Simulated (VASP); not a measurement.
Method: PBEsol GGA, VASP's PBE PAW potentials (set 64) (plane waves; VASP).

The input files of a VASP run:

INCAR:
```
ALGO=Normal
EDIFF=1E-7
ENCUT=400
GGA=PS
ISIF=2
ISMEAR=-5
LASPH=.TRUE.
LCHARG=.TRUE.
LMAXMIX=4
LORBIT=11
LREAL=.FALSE.
LWAVE=.FALSE.
NEDOS=601
NELM=100
PREC=Accurate
SYSTEM=ZnNi
```

File KPOINTS:
```
Automatic
0
Gamma
  15 15 13
0 0 0
```

### POSCAR
```
ZnNi
1
    2.6615306542     0.0000000000     0.0000000000
    0.0000000000     2.6615306542    -0.0000000000
    0.0000000000     0.0000000000     3.2363798630
Zn Ni
1 1
Direct
  0.5000000000   0.5000000000   0.5000000000
  0.0000000000   0.0000000000   0.0000000000
```

POTCAR, in this order: Zn Ni (PBE.64 set). Program: vasp_std.

Output of the run:

**OSZICAR**
```
       N       E                     dE             d eps       ncg     rms          rms(c)
DAV:   1     0.816587701638E+02    0.81659E+02   -0.93441E+03  7920   0.189E+03
DAV:   2    -0.714203792210E+01   -0.88801E+02   -0.86508E+02  7672   0.282E+02
DAV:   3    -0.937374226834E+01   -0.22317E+01   -0.22249E+01  9233   0.583E+01
DAV:   4    -0.939121169358E+01   -0.17469E-01   -0.17475E-01  9443   0.425E+00
DAV:   5    -0.939155438223E+01   -0.34269E-03   -0.34269E-03  9216   0.495E-01    0.112E+01
DAV:   6    -0.977923047619E+01   -0.38768E+00   -0.15705E+01  7728   0.740E+01    0.109E+01
DAV:   7    -0.830569237118E+01    0.14735E+01   -0.73891E+00  8199   0.799E+01    0.391E+00
DAV:   8    -0.828285296269E+01    0.22839E-01   -0.28047E-01  8873   0.901E+00    0.158E+00
DAV:   9    -0.827270334035E+01    0.10150E-01   -0.19277E-02  9539   0.194E+00    0.249E-01
DAV:  10    -0.827243128636E+01    0.27205E-03   -0.74247E-04  9759   0.386E-01    0.677E-02
DAV:  11    -0.827241495799E+01    0.16328E-04   -0.71067E-05  9852   0.117E-01    0.166E-02
DAV:  12    -0.827241471294E+01    0.24504E-06   -0.66947E-06  8421   0.466E-02    0.105E-02
DAV:  13    -0.827241444254E+01    0.27041E-06   -0.37431E-07  8521   0.184E-02    0.215E-03
DAV:  14    -0.827241436157E+01    0.80966E-07   -0.14838E-07  4220   0.966E-03
   1 F= -.82724144E+01 E0= -.82724144E+01  d E =0.000000E+00
```

OUTCAR:
```
------------------------ aborting loop because EDIFF is reached ----------------------------------------
  FORCE on cell =-STRESS in cart. coord.  units (eV):
  Direction    XX          YY          ZZ          XY          YZ          ZX
  --------------------------------------------------------------------------------------
  Total        0.0310978      0.0310978     -0.0507778      0.0000000     -0.0000000      0.0000000
  in kB        2.1732897      2.1732897     -3.5486425      0.0000000     -0.0000000      0.0000000
  external PRESSURE =       0.2659789 kB  Pullay stress =       0.0000000 kB
  volume of cell :       22.93
      direct lattice vectors                 reciprocal lattice vectors
     2.661530654  0.000000000  0.000000000     0.375723645  0.000000000  0.000000000
     0.000000000  2.661530654  0.000000000     0.000000000  0.375723645  0.000000000
     0.000000000  0.000000000  3.236379863     0.000000000  0.000000000  0.308987215
 POSITION                                       TOTAL-FORCE (eV/Angst)
 -----------------------------------------------------------------------------------
      1.33077      1.33077      1.61819         0.000000      0.000000      0.000000
      0.00000      0.00000      0.00000         0.000000      0.000000      0.000000
 -----------------------------------------------------------------------------------
    total drift:                                0.000000     -0.000000     -0.000000
  FREE ENERGIE OF THE ION-ELECTRON SYSTEM (eV)
  ---------------------------------------------------
  free  energy   TOTEN  =        -8.2724143616 eV

  energy  without entropy=       -8.2724143616  energy(sigma->0) =       -8.27241436

 total charge

# of ion       s       p       d       tot
------------------------------------------
    1        0.626   0.599   9.754  10.979
    2        0.449   0.465   8.442   9.356
--------------------------------------------------
tot          1.075   1.064  18.196  20.335
```
(Selected blocks of OUTCAR.)

For a metal the tetrahedron method with Blöchl corrections gives inexact stress and forces.

The structure comes from a measured ZnNi entry (P4/mmm) of the Crystallography Open Database, whose conditions weren't checked. It was relaxed first, which changed the volume by -6 %. The run is not spin-polarised, so no magnetic state was tried.
